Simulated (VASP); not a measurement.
MgZr2O3:

```
Mg Zr O
1.0
     5.09892    0.00000    0.00000
    -2.54946    4.41579    0.00000
     0.00000    0.00000    3.37487
Mg Zr O
1 2 3
Direct
  0.00000 0.00000 0.00000
  0.66667 0.33333 0.00000
  0.33333 0.66667 0.00000
  0.50000 0.00000 0.50000
  0.00000 0.50000 0.50000
  0.50000 0.50000 0.50000
```

The cell was built by a generator and needn't be a form met in nature.

- Program: VASP 6.6.1
- Task: relaxation of cell and atoms
- Functional: PBE
- Potentials or basis: VASP PAW PBE potentials, release 64 (Mg, Zr_sv, O)
- Cutoff: 520 eV
- k mesh: 3 × 3 × 4
- Occupations: gaussian, width 0.15 eV
- Spin: no spin polarisation

At the start: pressure 9.8 GPa; volume 12.66 Å³/atom.

Problem. How do energy, volume and symmetry change on relaxing?

Solution. Over 6 steps the energy falls by 276.6 meV/atom and the volume is 13.88 Å³/atom (+9.6 %); space group P6/mmm (No. 191, to 0.05 Å).

The path:
```tsv
step	energy change (eV)	largest force (eV/Å)	pressure (GPa)	volume (Å³)
1	0.0000	0.0000	9.84	75.99
2	-1.6294	0.0000	-2.17	84.03
3	-1.6426	0.0000	-2.83	84.51
4	-1.6432	0.0000	-2.84	84.66
5	-1.6417	0.0000	3.07	81.83
6	-1.6594	0.0000	-0.11	83.28
```

Final structure:
```
Mg Zr O
1.0
     5.61359    0.00000    0.00000
    -2.80680    4.86152    0.00000
     0.00000    0.00000    3.05158
Mg Zr O
1 2 3
Direct
  0.00000 0.00000 0.00000
  0.66667 0.33333 0.00000
  0.33333 0.66667 0.00000
  0.50000 0.00000 0.50000
  0.00000 0.50000 0.50000
  0.50000 0.50000 0.50000
```

Caveat: the k mesh is coarse (spacing up to 0.47 Å⁻¹), so the values aren't converged.
